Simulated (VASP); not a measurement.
```xyz
1
Lattice="0.0000 1.7082 1.7082 1.7082 0.0000 1.7082 1.7082 1.7082 0.0000" Properties=species:S:1:pos:R:3 pbc="T T T"
Ni     0.0000     0.0000     0.0000
```
Starting moments (μB, in the order of the record's atoms Ni): 0.6.

All values below come from PBEsol GGA, VASP's PBE PAW potentials (set 64) (plane waves; VASP). Numerical set-up: 500 eV cut-off, 18×18×18 Γ-centred mesh, first-order Methfessel-Paxton smearing of 0.10 eV, potentials Ni.

Energy and stress use the plane-wave basis of the starting cell.

Problem. The ions, cell shape and volume at an external pressure of 20.0 GPa are relaxed. Which structure does the run end with?

Solution. 
```xyz
1
Lattice="0.0000 1.6895 1.6895 1.6895 0.0000 1.6895 1.6895 1.6895 0.0000" Properties=species:S:1:pos:R:3 pbc="T T T"
Ni     0.0000     0.0000     0.0000
```
Space group Fm-3m (225), at a tolerance of 0.03 Å. The cell ends with 0.60 μB, on the sites 0.60 μB.

Problem. How do energy and volume change from the first to the last step?

Solution. The energy (σ→0) changes by +29.8 meV/atom and the volume by -3.2 %, in 3 ionic steps.

```json
[
 {"step": "1", "E(σ→0) (eV)": "-6.1251", "max force (eV/Å)": "0.000", "pressure (GPa)": "9.94", "volume (Å³)": "9.97"},
 {"step": "2", "E(σ→0) (eV)": "-5.9918", "max force (eV/Å)": "0.000", "pressure (GPa)": "41.48", "volume (Å³)": "9.09"},
 {"step": "3", "E(σ→0) (eV)": "-6.0953", "max force (eV/Å)": "0.000", "pressure (GPa)": "19.84", "volume (Å³)": "9.64"}
]
```

The compound is Ni in the fcc structure. This run relaxes it under an external pressure of 20 GPa. Symmetry was kept, so distortions that lower it aren't found.
